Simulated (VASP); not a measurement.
Given:

```
Tl
1.0
    1.75555    -3.04070     0.00000
    1.75555     3.04070     0.00000
    0.00000     0.00000     5.36974
Tl
2
Direct
  0.33333   0.66667   0.25000
  0.66667   0.33333   0.75000
```

Calculation: PBEsol GGA, VASP's PBE PAW potentials (set 64) (plane waves; VASP). Run with 500 eV cut-off, 12×12×7 Γ-centred mesh, first-order Methfessel-Paxton smearing of 0.10 eV, potentials Tl_d.

Energy and stress use the plane-wave basis of the starting cell.

Q: The ions, cell shape and volume at an external pressure of 5.0 GPa are relaxed. Which structure does the run end with?

A: 
```
Tl
1.0
    1.68092    -2.91144     0.00000
    1.68092     2.91144     0.00000
    0.00000     0.00000     5.26492
Tl
2
Direct
  0.33333   0.66667   0.25000
  0.66667   0.33333   0.75000
```
Space group P6_3/mmc (194), at a tolerance of 0.03 Å.

Q: How do energy and volume change from the first to the last step?

A: The energy (σ→0) changes by +40.1 meV/atom and the volume by -10.1 %, in 9 ionic steps.

| step | E(σ→0) (eV) | max force (eV/Å) | pressure (GPa) | volume (Å³) |
|---|---|---|---|---|
| 1 | -5.2639 | 0.000 | -0.01 | 57.33 |
| 2 | -5.1309 | 0.000 | 6.94 | 50.21 |
| 3 | -5.1851 | 0.000 | 4.99 | 51.68 |
| 4 | -5.1817 | 0.000 | 5.13 | 51.57 |
| 5 | -5.1812 | 0.000 | 5.15 | 51.49 |
| 6 | -5.1791 | 0.000 | 5.20 | 51.39 |
| 7 | -5.1786 | 0.000 | 5.21 | 51.37 |
| 8 | -5.1884 | 0.000 | 4.81 | 51.68 |
| 9 | -5.1838 | 0.000 | 5.01 | 51.53 |

The compound is Tl in the hcp structure. This run relaxes it under an external pressure of 5 GPa. Symmetry was kept, so distortions that lower it aren't found.
